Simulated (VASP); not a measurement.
Computed with PW91 GGA, VASP's PBE PAW potentials (set 64) (plane waves; VASP).

Input for VASP

POSCAR:
```
MoSi2
1
   -1.6139563200     1.6139563200     3.9398779449
    1.6139563200    -1.6139563200     3.9398779449
    1.6139563200     1.6139563200    -3.9398779449
Si Mo
2 1
Direct
  0.6644808985   0.6644808985   1.0000000000
  0.3355191015   0.3355191015   0.0000000000
  1.0000000000   1.0000000000   0.0000000000
```

### INCAR
```
ALGO = Normal
EDIFF = 1E-6
EDIFFG = -0.02
ENCUT = 520
GGA = 91
IBRION = 2
ISIF = 3
ISMEAR = 1
LASPH = .True.
LCHARG = .False.
LMAXMIX = 4
LREAL = .False.
LWAVE = .False.
NELM = 100
NSW = 60
PREC = Accurate
SIGMA = 0.1
SYSTEM = MoSi2
```

File KPOINTS:
```
Automatic mesh
0
Gamma
12 12 12
0 0 0
```

POTCAR, in this order: Si Mo_sv (PBE.64 set). Program: vasp_std.

**Question.** What will the output report for the number of irreducible k-points (NKPTS), largest plane-wave count, number of space-group operations, FFT grid (NGX, NGY, NGZ)?

**Answer.** 
The number of irreducible k-points (NKPTS) is 163 and the largest plane-wave count is 1134. The number of space-group operations is 16. The FFT grid (NGX, NGY, NGZ) comes out as 36 × 36 × 36.

The compound is MoSi2 in the MoSi2 type structure. This run relaxes it. Symmetry was kept, so distortions that lower it aren't found. The start is the result of an earlier pass.
